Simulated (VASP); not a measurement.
A convergence study with VASP on Al$_{2}$Pd (space group Fm-3m): one setting is varied, all else stays as given below, so the limit is that of these other settings. Each run relaxes cell and ions; the cell shown is the tightest run's result. The basis is that of the starting cell, so low cut-offs carry a Pulay error.

```yaml
crystal:
  lattice:
    - [0.00000, 2.94434, 2.94434]
    - [2.94434, 0.00000, 2.94434]
    - [2.94434, 2.94434, 0.00000]
  atoms:
    - { symbol: Al, position: [0.25000, 0.25000, 0.25000] }
    - { symbol: Al, position: [0.75000, 0.75000, 0.75000] }
    - { symbol: Pd, position: [0.00000, 0.00000, 0.00000] }
```

Computed with PBEsol GGA, VASP's PBE PAW potentials (set 64) (plane waves; VASP). The tightest run used: 700 eV cut-off, 8×8×8 Γ-centred mesh, first-order Methfessel-Paxton smearing of 0.10 eV, potentials Al Pd.

The reference is ENCUT = 700, which took about 40 core-seconds. Costs are core time on shared hosts, one run each; read them as rough ratios.

Task: Of the settings ENCUT = 150; ENCUT = 200; ENCUT = 250; ENCUT = 300; ENCUT = 350; ENCUT = 400; ENCUT = 450; ENCUT = 500; ENCUT = 550; ENCUT = 600; ENCUT = 650; ENCUT = 700, which is the lowest that keeps the difference from the reference in relaxed volume (Å³/atom) within 0.1 from there on, and what does it cost?

Result: ENCUT = 300; its cost over the reference is about 1/3.
| setting | difference in relaxed volume (Å³/atom) | cost over the reference |
|---|---|---|
| ENCUT = 150 | 3.671 | within a factor of 2 |
| ENCUT = 200 | 1.261 | within a factor of 2 |
| ENCUT = 250 | 0.130 | about 1/3 |
| ENCUT = 300 | 0.013 | about 1/3 |
| ENCUT = 350 | 0.044 | about 1/2 |
| ENCUT = 400 | 0.020 | about 1/2 |
| ENCUT = 450 | 0.001 | within a factor of 2 |
| ENCUT = 500 | 0.003 | within a factor of 2 |
| ENCUT = 550 | 0.006 | within a factor of 2 |
| ENCUT = 600 | 0.005 | within a factor of 2 |
| ENCUT = 650 | 0.002 | within a factor of 2 |
| ENCUT = 700 | 0.000 | reference |

Left out are rungs that failed or repeat a setting and relaxations that didn't move; long series are thinned to 24 rows.

The structure comes from a computed database's Al2Pd entry (Fm-3m); how it stands against other phases isn't given here.
